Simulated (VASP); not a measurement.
```yaml
crystal:
  lattice:
    - [0.00000, 3.06000, 3.06000]
    - [3.06000, 0.00000, 3.06000]
    - [3.06000, 3.06000, 0.00000]
  atoms:
    - { symbol: Pb, position: [0.00000, 0.00000, 0.00000] }
    - { symbol: Se, position: [0.50000, 0.50000, 0.50000] }
```

The base run (VASP): PBE GGA, plane waves, VASP's PBE PAW potentials (set 64). Settings: 400 eV cut-off, 7×7×7 Γ-centred mesh, Gaussian smearing of 0.050 eV, potentials Pb_d Se.

One setting is varied; ΔE counts from the most expensive setting. The base run took about 8 core-seconds. Costs are core time on shared hosts, one run each; read them as rough ratios.

The pressure holds a Pulay error that falls with the cut-off, as the column shows.

```tsv
setting	cost over the base run	electronic steps	ΔE (meV/atom)	pressure (GPa)
ENCUT = 300	within a factor of 2	12	1.0	2.05
base run	reference	12	0.1	2.37
ENCUT = 350	within a factor of 2	12	1.1	2.11
ENCUT = 450	within a factor of 2	12	-0.1	2.42
ENCUT = 550	within a factor of 2	12	0.1	2.40
ENCUT = 600	within a factor of 2	12	0.0	2.42
ENCUT = 700	about 2 times	12	0.0	2.43
ENCUT = 750	about 3 times	12	0.0	2.42
```

Left out are runs that failed, have no time on record or changed the cell.

The compound is PbSe in the rock salt structure. The cell was not relaxed at this level.
